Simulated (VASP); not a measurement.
Here is the system:

```yaml
crystal:
  lattice:
    - [0.00000, 7.83395, 7.83395]
    - [7.83395, 0.00000, 7.83395]
    - [7.83395, 7.83395, 0.00000]
  atoms:
    - { symbol: Mg, position: [0.00000, 0.00000, 0.00000] }
    - { symbol: Mg, position: [0.00000, 0.00000, 0.33333] }
    - { symbol: Mg, position: [0.00000, 0.00000, 0.66667] }
    - { symbol: Mg, position: [0.00000, 0.33333, 0.00000] }
    - { symbol: Mg, position: [0.00000, 0.33333, 0.33333] }
    - { symbol: Mg, position: [0.00000, 0.33333, 0.66667] }
    - { symbol: Mg, position: [0.00000, 0.66667, 0.00000] }
    - { symbol: Mg, position: [0.00000, 0.66667, 0.33333] }
    - { symbol: Mg, position: [0.00000, 0.66667, 0.66667] }
    - { symbol: Mg, position: [0.33333, 0.00000, 0.00000] }
    - { symbol: Mg, position: [0.33333, 0.00000, 0.33333] }
    - { symbol: Mg, position: [0.33333, 0.00000, 0.66667] }
    - { symbol: Mg, position: [0.33333, 0.33333, 0.00000] }
    - { symbol: Mg, position: [0.33333, 0.33333, 0.33333] }
    - { symbol: Mg, position: [0.33333, 0.33333, 0.66667] }
    - { symbol: Mg, position: [0.33333, 0.66667, 0.00000] }
    - { symbol: Mg, position: [0.33333, 0.66667, 0.33333] }
    - { symbol: Mg, position: [0.33333, 0.66667, 0.66667] }
    - { symbol: Mg, position: [0.66667, 0.00000, 0.00000] }
    - { symbol: Mg, position: [0.66667, 0.00000, 0.33333] }
    - { symbol: Mg, position: [0.66667, 0.00000, 0.66667] }
    - { symbol: Mg, position: [0.66667, 0.33333, 0.00000] }
    - { symbol: Mg, position: [0.66667, 0.33333, 0.33333] }
    - { symbol: Mg, position: [0.66667, 0.33333, 0.66667] }
    - { symbol: Mg, position: [0.66667, 0.66667, 0.00000] }
    - { symbol: Mg, position: [0.66667, 0.66667, 0.33333] }
    - { symbol: Mg, position: [0.66667, 0.66667, 0.66667] }
    - { symbol: S, position: [0.16667, 0.16667, 0.16667] }
    - { symbol: S, position: [0.16667, 0.16667, 0.50000] }
    - { symbol: S, position: [0.16667, 0.16667, 0.83333] }
    - { symbol: S, position: [0.16667, 0.50000, 0.16667] }
    - { symbol: S, position: [0.16667, 0.50000, 0.50000] }
    - { symbol: S, position: [0.16667, 0.50000, 0.83333] }
    - { symbol: S, position: [0.16667, 0.83333, 0.16667] }
    - { symbol: S, position: [0.16667, 0.83333, 0.50000] }
    - { symbol: S, position: [0.16667, 0.83333, 0.83333] }
    - { symbol: S, position: [0.50000, 0.16667, 0.16667] }
    - { symbol: S, position: [0.50000, 0.16667, 0.50000] }
    - { symbol: S, position: [0.50000, 0.16667, 0.83333] }
    - { symbol: S, position: [0.50000, 0.50000, 0.16667] }
    - { symbol: S, position: [0.50000, 0.50000, 0.50000] }
    - { symbol: S, position: [0.50000, 0.50000, 0.83333] }
    - { symbol: S, position: [0.50000, 0.83333, 0.16667] }
    - { symbol: S, position: [0.50000, 0.83333, 0.50000] }
    - { symbol: S, position: [0.50000, 0.83333, 0.83333] }
    - { symbol: S, position: [0.83333, 0.16667, 0.16667] }
    - { symbol: S, position: [0.83333, 0.16667, 0.50000] }
    - { symbol: S, position: [0.83333, 0.16667, 0.83333] }
    - { symbol: S, position: [0.83333, 0.50000, 0.16667] }
    - { symbol: S, position: [0.83333, 0.50000, 0.50000] }
    - { symbol: S, position: [0.83333, 0.50000, 0.83333] }
    - { symbol: S, position: [0.83333, 0.83333, 0.16667] }
    - { symbol: S, position: [0.83333, 0.83333, 0.50000] }
    - { symbol: S, position: [0.83333, 0.83333, 0.83333] }
```

Level of theory: PBE GGA, VASP's PBE PAW potentials (set 64) (plane waves; VASP 6.6.1). Run with PREC = Normal, LREAL = Auto, 400 eV cut-off, 1×1×1 Γ-centred mesh, Gaussian smearing of 0.050 eV, potentials Mg S.

The supercell is sampled at Γ alone, which is coarse: total energies, pressure and levels can be off, energies of defects by several tenths of an eV.

Problem. Give the stress tensor in GPa (positive for a compressed cell).

Solution. 
```
1.47  0.00  0.00
0.00  1.47  0.00
0.00  0.00  1.47
```
The pressure is its mean diagonal, 1.47 GPa.

The cell is a supercell, built from a database entry that may be metastable or hypothetical.
